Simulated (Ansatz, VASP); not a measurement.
# PtS2 in two plane-wave programs, part 2 of 3

One calculation is typed for both programs; each brings its own data sets. How far apart do they land? Of the first pair: The structure shown is the end of the Ansatz relaxation below.

VASP 6.6.1 and Ansatz 0.2.0.

So far: Set-up; Ansatz: relaxation, PBE with D3(BJ).

## 3. VASP: single point, PBE with D3(BJ), relaxed cell, pair 1

Level of this step: PBE with D3(BJ); plane waves and PAW (Pt, S) (VASP).

The same cell, functional and mesh now go to VASP, with its own data sets.

Lines of VASP's logs that name or quote its potential files are left out, and so is its time.

Contents of INCAR:

```
SYSTEM = PtS2
PREC = Accurate
ENCUT = 400
EDIFF = 1E-06
NELM = 120
ISMEAR = 0
SIGMA = 0.01
LREAL = .FALSE.
ALGO = Normal
GGA = PE
IVDW = 12
NBANDS = 84
LASPH = .TRUE.
LORBIT = 11
LWAVE = .FALSE.
LCHARG = .FALSE.
ISIF = 2
LDIPOL = .TRUE.
IDIPOL = 3
DIPOL = 0.5 0.5 0.276
LVHAR = .TRUE.
GGA_COMPAT = .FALSE.
EFERMI = MIDGAP
NELMDL = -8
KPAR = 4
```

Contents of POSCAR:

```
PtS2
1.0
    3.5753813053      0.0000000000      0.0000000000
   -1.7876906526      3.0963710386      0.0000000000
    0.0000000000      0.0000000000     79.0000416000
Pt S
6 12
Direct
    0.0000000000      0.0000000000      0.1275985622
    0.0000000000      0.0000000000      0.1870743986
    0.0000000000      0.0000000000      0.2462903983
    0.0000000000      0.0000000000      0.3056080453
    0.0000000000      0.0000000000      0.3648240450
    0.0000000000      0.0000000000      0.4242998814
    0.3333333333      0.6666666667      0.1428032162
    0.6666666667      0.3333333333      0.1119861576
    0.3333333333      0.6666666667      0.2023923326
    0.6666666667      0.3333333333      0.1717372893
    0.3333333333      0.6666666667      0.2616139428
    0.6666666667      0.3333333333      0.2309686705
    0.3333333333      0.6666666667      0.3209297731
    0.6666666667      0.3333333333      0.2902845008
    0.3333333333      0.6666666667      0.3801611543
    0.6666666667      0.3333333333      0.3495061110
    0.3333333333      0.6666666667      0.4399122860
    0.6666666667      0.3333333333      0.4090952274
```

Contents of KPOINTS:

```
Automatic mesh
0
Gamma
9 9 1
0 0 0
```

PAW data sets: Pt and S (PBE family, release 64).

On the command line:

```console
$ mpirun -np 4 vasp_std
```

Numbers of over 12 decimals in the logs are rounded to 6 here.

Output:

```text
[banner, memory and clock lines left out]
running    4 mpi-ranks, on    1 nodes
 distrk:  each k-point on    1 cores,    4 groups
 distr:  one band on    1 cores,    1 groups

 POSCAR found type information on POSCAR PtS
 POSCAR found :  2 types and      18 ions
|                                                                             |
|               ----> ADVICE to this user running VASP <----                  |
|                                                                             |
|     You have a (more or less) 'large supercell' and for larger cells it     |
|     might be more efficient to use real-space projection operators.         |
|     Therefore, try LREAL= Auto in the INCAR file.                           |
|     Mind: For very accurate calculation, you might also keep the            |
|     reciprocal projection scheme (i.e. LREAL=.FALSE.).                      |
|                                                                             |

 LDA part: xc-table for (Slater+PW92), standard interpolation
|                                                                             |
|           W    W    AA    RRRRR   N    N  II  N    N   GGGG   !!!           |
|           W    W   A  A   R    R  NN   N  II  NN   N  G    G  !!!           |
|           W    W  A    A  R    R  N N  N  II  N N  N  G       !!!           |
|           W WW W  AAAAAA  RRRRR   N  N N  II  N  N N  G  GGG   !            |
|           WW  WW  A    A  R   R   N   NN  II  N   NN  G    G                |
|           W    W  A    A  R    R  N    N  II  N    N   GGGG   !!!           |
|                                                                             |
|     One of the lattice vectors is very long (>50 A), but AMIN is rather     |
|     large. This can spoil convergence since charge sloshing might occur     |
|     along the long lattice vector. If problems with convergence are         |
|     observed, try to decrease AMIN to a smaller value (e.g. 0.01).          |
|     Note: This warning only applies if the self-consistency cycle is        |
|     used.                                                                   |
|                                                                             |

 POSCAR, INCAR and KPOINTS ok, starting setup
 FFT: planning ... GRIDC
 FFT: planning ... GRID_SOFT
 FFT: planning ... GRID
 WAVECAR not read
 entering main loop
       N       E                     dE             d eps       ncg     rms          rms(c)
DAV:   1     0.968823187419E+03    0.96882E+03   -0.45129E+04  2072   0.103E+03
DAV:   2     0.162971404856E+02   -0.95253E+03   -0.90802E+03  2748   0.236E+02
DAV:   3    -0.958056446551E+02   -0.11210E+03   -0.10913E+03  2364   0.845E+01
DAV:   4    -0.998140576820E+02   -0.40084E+01   -0.39526E+01  2592   0.173E+01
DAV:   5    -0.999202211392E+02   -0.10616E+00   -0.10591E+00  2592   0.293E+00
DAV:   6    -0.999243185688E+02   -0.40974E-02   -0.40952E-02  2624   0.576E-01
DAV:   7    -0.999244927296E+02   -0.17416E-03   -0.17413E-03  2628   0.113E-01
DAV:   8    -0.999245020664E+02   -0.93368E-05   -0.93357E-05  2504   0.242E-02    0.438E+01
DAV:   9    -0.935403842603E+02    0.63841E+01   -0.42925E+01  2136   0.311E+01    0.306E+01
DAV:  10    -0.925005056223E+02    0.10399E+01   -0.12136E+01  2088   0.184E+01    0.105E+01
DAV:  11    -0.921359041808E+02    0.36460E+00   -0.94242E-01  2232   0.419E+00    0.304E+00
DAV:  12    -0.920508694047E+02    0.85035E-01   -0.32384E-01  2196   0.275E+00    0.689E-01
DAV:  13    -0.920546826681E+02   -0.38133E-02   -0.37231E-02  2328   0.636E-01    0.653E-01
DAV:  14    -0.920556019471E+02   -0.91928E-03   -0.41171E-03  2364   0.256E-01    0.257E-01
DAV:  15    -0.920552448109E+02    0.35714E-03   -0.12446E-03  2232   0.208E-01    0.222E-01
DAV:  16    -0.920552151007E+02    0.29710E-04   -0.39748E-04  2304   0.902E-02    0.204E-01
DAV:  17    -0.920551623790E+02    0.52722E-04   -0.11592E-04  2244   0.449E-02    0.137E-01
DAV:  18    -0.920551439366E+02    0.18442E-04   -0.10094E-04  2352   0.286E-02    0.602E-02
DAV:  19    -0.920551458228E+02   -0.18861E-05   -0.53899E-06  2280   0.837E-03    0.348E-02
DAV:  20    -0.920551469578E+02   -0.11350E-05   -0.93014E-07  1340   0.526E-03    0.240E-02
DAV:  21    -0.920551510137E+02   -0.40560E-05   -0.40383E-06  1924   0.711E-03    0.456E-03
DAV:  22    -0.920551522462E+02   -0.12324E-05   -0.54123E-07  1372   0.336E-03    0.569E-03
DAV:  23    -0.920551528081E+02   -0.56191E-06   -0.11661E-07  1284   0.113E-03
   1 F= -.99586152E+02 E0= -.99586152E+02  d E =-.204423-108
```

OUTCAR, selected parts (step 3):

```text
ion  position               nearest neighbor table
   1  0.000  0.000  0.128-   7 2.39   7 2.39   7 2.39   8 2.40   8 2.40   8 2.40
   2  0.000  0.000  0.187-   9 2.39   9 2.39   9 2.39  10 2.39  10 2.39  10 2.39
   3  0.000  0.000  0.246-  12 2.39  12 2.39  12 2.39  11 2.39  11 2.39  11 2.39
   4  0.000  0.000  0.306-  13 2.39  13 2.39  13 2.39  14 2.39  14 2.39  14 2.39
   5  0.000  0.000  0.365-  16 2.39  16 2.39  16 2.39  15 2.39  15 2.39  15 2.39
   6  0.000  0.000  0.424-  18 2.39  18 2.39  18 2.39  17 2.40  17 2.40  17 2.40
   7  0.333  0.667  0.143-   1 2.39   1 2.39   1 2.39
   8  0.667  0.333  0.112-   1 2.40   1 2.40   1 2.40
   9  0.333  0.667  0.202-   2 2.39   2 2.39   2 2.39
  10  0.667  0.333  0.172-   2 2.39   2 2.39   2 2.39
  11  0.333  0.667  0.262-   3 2.39   3 2.39   3 2.39
  12  0.667  0.333  0.231-   3 2.39   3 2.39   3 2.39
  13  0.333  0.667  0.321-   4 2.39   4 2.39   4 2.39
  14  0.667  0.333  0.290-   4 2.39   4 2.39   4 2.39
  15  0.333  0.667  0.380-   5 2.39   5 2.39   5 2.39
  16  0.667  0.333  0.350-   5 2.39   5 2.39   5 2.39
  17  0.333  0.667  0.440-   6 2.40   6 2.40   6 2.40
  18  0.667  0.333  0.409-   6 2.39   6 2.39   6 2.39

  LATTYP: Found a hexagonal cell.
 ALAT       =     3.5753813053
 C/A-ratio  =    22.0955570481

 Subroutine GETGRP returns: Found 12 space group operations
 (whereof  6 operations were pure point group operations)

The static configuration has the point symmetry C_3v.
 The point group associated with its full space group is D_3d.

 Found     12 irreducible k-points:

   k-points           NKPTS =     12   k-points in BZ     NKDIM =     12   number of bands    NBANDS=     84

   dimension x,y,z NGX =    24 NGY =   24 NGZ =  540
   dimension x,y,z NGXF=    48 NGYF=   48 NGZF= 1080

   ENCUT  =  400.0 eV  29.40 Ry    5.42 a.u.   5.83  5.83128.83*2*pi/ulx,y,z

   NELECT =     132.0000    total number of electrons

 k-points in reciprocal lattice and weights: Automatic mesh
   0.00000000  0.00000000  0.00000000       0.012
   0.11111111  0.00000000  0.00000000       0.074
   0.22222222 -0.00000000  0.00000000       0.074
   0.33333333 -0.00000000  0.00000000       0.074
   0.44444444 -0.00000000  0.00000000       0.074
   0.11111111  0.11111111  0.00000000       0.074
   0.22222222  0.11111111  0.00000000       0.148
   0.33333333  0.11111111  0.00000000       0.148
   0.44444444  0.11111111  0.00000000       0.074
   0.22222222  0.22222222  0.00000000       0.074
   0.33333333  0.22222222  0.00000000       0.148
   0.33333333  0.33333333  0.00000000       0.025

 dipolmoment           0.000000      0.000000      0.000000 electrons x Angstroem

 average (electrostatic) potential at core
       1 -75.9334       2 -75.9862       3 -75.9942       4 -75.9942       5 -75.9862
       6 -75.9334       7 -93.1241       8 -92.8972       9 -93.1399      10 -93.1253
      11 -93.1428      12 -93.1472      13 -93.1472      14 -93.1428      15 -93.1253
      16 -93.1399      17 -92.8972      18 -93.1241

 E-fermi :  -0.3804

 k-point     1 :       0.0000    0.0000    0.0000
  band No.  band energies     occupation
    ...
     62      -1.8929      2.00000
     63      -1.6335      2.00000
     64      -1.2589      2.00000
     65      -0.8525      2.00000
     66      -0.5361      2.00000
     67       0.8052      0.00000
     68       0.8052      0.00000
     69       0.9844      0.00000
     70       0.9844      0.00000
     71       1.2157      0.00000
    ...

 k-point     2 :       0.1111    0.0000    0.0000
  band No.  band energies     occupation
    ...
     62      -1.1363      2.00000
     63      -1.0692      2.00000
     64      -1.0232      2.00000
     65      -0.8753      2.00000
     66      -0.7112      2.00000
     67       0.4891      0.00000
     68       0.5626      0.00000
     69       0.6253      0.00000
     70       0.7406      0.00000
     71       0.7699      0.00000
    ...

 k-point     3 :       0.2222   -0.0000    0.0000
  band No.  band energies     occupation
    ...
     62      -1.9804      2.00000
     63      -1.7760      2.00000
     64      -1.4994      2.00000
     65      -1.1881      2.00000
     66      -0.8928      2.00000
     67       0.0177      0.00000
     68       0.0688      0.00000
     69       0.2560      0.00000
     70       0.2905      0.00000
     71       0.5185      0.00000
    ...

 Edisp (eV)   -7.53100

  Total      -1.04211    -1.04211    -0.59737    -0.00000    -0.00000     0.00000
  in kB      -1.90907    -1.90907    -1.09433    -0.00000    -0.00000     0.00000
  external pressure =       -1.64 kB  Pullay stress =        0.00 kB

  energy-cutoff  :      400.00
  volume of cell :      874.59
      direct lattice vectors                 reciprocal lattice vectors
     3.575381305  0.000000000  0.000000000     0.279690448  0.161479356  0.000000000
    -1.787690653  3.096371039  0.000000000     0.000000000  0.322958711  0.000000000
     0.000000000  0.000000000 79.000041600     0.000000000  0.000000000  0.012658221

 POSITION                                       TOTAL-FORCE (eV/Angst)
 -----------------------------------------------------------------------------------
      0.00000      0.00000     10.08029        -0.000000     -0.000000     -0.006747
      0.00000      0.00000     14.77889         0.000000     -0.000000     -0.000308
      0.00000      0.00000     19.45695        -0.000000     -0.000000      0.000155
      0.00000      0.00000     24.14305         0.000000     -0.000000     -0.000155
      0.00000      0.00000     28.82111        -0.000000      0.000000      0.000308
      0.00000      0.00000     33.51971         0.000000     -0.000000      0.006747
     -0.00000      2.06425     11.28146         0.000000      0.000000     -0.038449
      1.78769      1.03212      8.84691         0.000000      0.000000      0.039310
     -0.00000      2.06425     15.98900         0.000000     -0.000000     -0.040955
      1.78769      1.03212     13.56725        -0.000000      0.000000      0.041215
     -0.00000      2.06425     20.66751         0.000000      0.000000     -0.040957
      1.78769      1.03212     18.24653         0.000000     -0.000000      0.041159
     -0.00000      2.06425     25.35347         0.000000     -0.000000     -0.041159
      1.78769      1.03212     22.93249        -0.000000     -0.000000      0.040957
     -0.00000      2.06425     30.03275         0.000000     -0.000000     -0.041215
      1.78769      1.03212     27.61100        -0.000000     -0.000000      0.040955
     -0.00000      2.06425     34.75309        -0.000000     -0.000000     -0.039310
      1.78769      1.03212     32.31854         0.000000      0.000000      0.038449
 -----------------------------------------------------------------------------------
    total drift:                                0.000000      0.000000     -0.000021

  FREE ENERGIE OF THE ION-ELECTRON SYSTEM (eV)
  ---------------------------------------------------
  free  energy   TOTEN  =       -99.5861524083 eV

  energy  without entropy=      -99.5861524083  energy(sigma->0) =      -99.58615241

 vacuum level on the upper side and lower side of the slab         4.625         4.625

 total charge
# of ion       s       p       d       tot
------------------------------------------
    1        0.691   0.770   7.970   9.432
    2        0.695   0.775   7.982   9.452
    3        0.695   0.775   7.983   9.453
    4        0.695   0.775   7.983   9.453
    5        0.695   0.775   7.982   9.452
    6        0.691   0.770   7.970   9.432
    7        1.366   2.262   0.000   3.628
    8        1.360   2.273   0.000   3.633
    9        1.367   2.262   0.000   3.629
   10        1.367   2.262   0.000   3.629
   11        1.367   2.262   0.000   3.629
   12        1.367   2.262   0.000   3.629
   13        1.367   2.262   0.000   3.629
   14        1.367   2.262   0.000   3.629
   15        1.367   2.262   0.000   3.629
   16        1.367   2.262   0.000   3.629
   17        1.360   2.273   0.000   3.633
   18        1.366   2.262   0.000   3.628
--------------------------------------------------
tot         20.550  31.804  47.870 100.224

[... 3 further parts left out ...]
```

The run ends at a pressure of -0.16 GPa, with forces up to 0.041 eV/Å.

## 4. Side by side

Known differences besides the potentials themselves: fixed occupations in Ansatz, narrow Gaussian smearing in VASP; Ansatz cuts the interaction across the vacuum, VASP repeats the sheet with a dipole correction; the data sets hold 180 valence electrons in Ansatz (on its PAW soft_1 files) and 132 in VASP; the cutoff is 420 eV in Ansatz and 400 eV in VASP. Total energies have different zeros and are not compared.

Compared:

| quantity | Ansatz | VASP | difference |
| --- | --- | --- | --- |
| gap on the k mesh (eV) | 0.299 | 0.311 | -0.012 |

At this near-relaxed geometry the largest component of a force difference is 41 meV/Å. A gap on the mesh is an upper bound, since the band edges may lie between its points; neither run holds spin-orbit coupling, which can move the band edges of a compound of Pt. With vacuum in the cell, a pressure given here is an average over mostly empty space and none of the material.

## 5. What the set-up changes

Further runs change the set-up of one program: Ansatz's method, potentials or start, or VASP's data sets, cutoff or form of LDA. The table gives Ansatz less VASP for each quantity, since a change that brings one quantity closer may part another.

| run | r.m.s. force difference (meV/Å) | gap on the k mesh (eV) |
| --- | --- | --- |
| as above | 19 | -0.012 |
| VASP with the data sets Pt_sv_GW and S and a cutoff of 430 eV | 7.2 | -0.015 |

## 6. Ansatz: relaxation, PBE with D3(BJ)

The two programs are compared at the cell with which this relaxation starts, whose forces are those of its first step.

The structure compared here is the start of the Ansatz relaxation; VASP solves that cell, so the two are compared at the walk's first step.

Contents of input.yaml:

```yaml
crystal:
  lattice:
    - [3.54, 0.0, 0.0]
    - [-1.77, 3.06573, 0.0]
    - [0.0, 0.0, 43.6]
  atoms:
    - { symbol: Pt, position: [0.0, 0.0, 0.211009] }
    - { symbol: S, position: [0.333333, 0.666667, 0.238532] }
    - { symbol: S, position: [0.666667, 0.333333, 0.183486] }
    - { symbol: Pt, position: [0.0, 0.0, 0.326606] }
    - { symbol: S, position: [0.333333, 0.666667, 0.354128] }
    - { symbol: S, position: [0.666667, 0.333333, 0.299083] }
    - { symbol: Pt, position: [0.0, 0.0, 0.442202] }
    - { symbol: S, position: [0.333333, 0.666667, 0.469725] }
    - { symbol: S, position: [0.666667, 0.333333, 0.414679] }
    - { symbol: Pt, position: [0.0, 0.0, 0.557798] }
    - { symbol: S, position: [0.333333, 0.666667, 0.585321] }
    - { symbol: S, position: [0.666667, 0.333333, 0.530275] }
    - { symbol: Pt, position: [0.0, 0.0, 0.673394] }
    - { symbol: S, position: [0.333333, 0.666667, 0.700917] }
    - { symbol: S, position: [0.666667, 0.333333, 0.645872] }
    - { symbol: Pt, position: [0.0, 0.0, 0.788991] }
    - { symbol: S, position: [0.333333, 0.666667, 0.816514] }
    - { symbol: S, position: [0.666667, 0.333333, 0.761468] }
  periodic: [true, true, false]
kpoints:
  mp_grid: { grid: [9, 9, 1] }
hamiltonian:
  xc: pbe
  dispersion: d3bj
  pseudopotentials: { kind: paw, azcp: { folder: soft_1 } }
scf:
  occupations: { method: gaussian, width: 0.02 }
output:
  forces: true
  stress: true
  eigenvalues: true
relax:
  adjacent_minimum: "off"
  f_tol: 0.004
  max_steps: 80
  cell: { stress_2d_tol: 0.01 }
```

On the command line:

```console
$ ansatz run input.yaml --threads 8 --pin off --max-ram 20480MiB --backend cpu --events-out ev --progress --plain --runs-dir out
```

Output:

```text
[...]
- { symbol: S, position: [0.666667, 0.333333, 0.290285] }
    - { symbol: Pt, position: [-2.2764484004099844e-17, -6.504138286885658e-18, 0.364825] }
    - { symbol: S, position: [0.333333, 0.666667, 0.380162] }
    - { symbol: S, position: [0.666667, 0.333333, 0.349507] }
    - { symbol: Pt, position: [-3.71868136340355e-17, -1.0624803895438686e-17, 0.424302] }
    - { symbol: S, position: [0.333333, 0.666667, 0.439914] }
    - { symbol: S, position: [0.666667, 0.333333, 0.409097] }
[key lines of the parts left out:]
SCF converged after 12 iterations
Free energy (F): -85986.518685 eV
Fermi energy:    -5.023149 eV
P = ½ c Tr σ = -0.0089 N/m
```

(Part 2 of 3 ends here.)

[Lines on the potential files, build, host, timing and source positions are cut from VASP's logs without a mark.]

[Logs are printed without paths, hosts, clocks, repeated set-up lines and the standing remarks that a program may print on its own settings, such as how far it seeks lower states.]

[Hosts, paths, dates, database ids (printed as entryN), source tags and the programs' standing remarks are cut or masked in the printed files.]
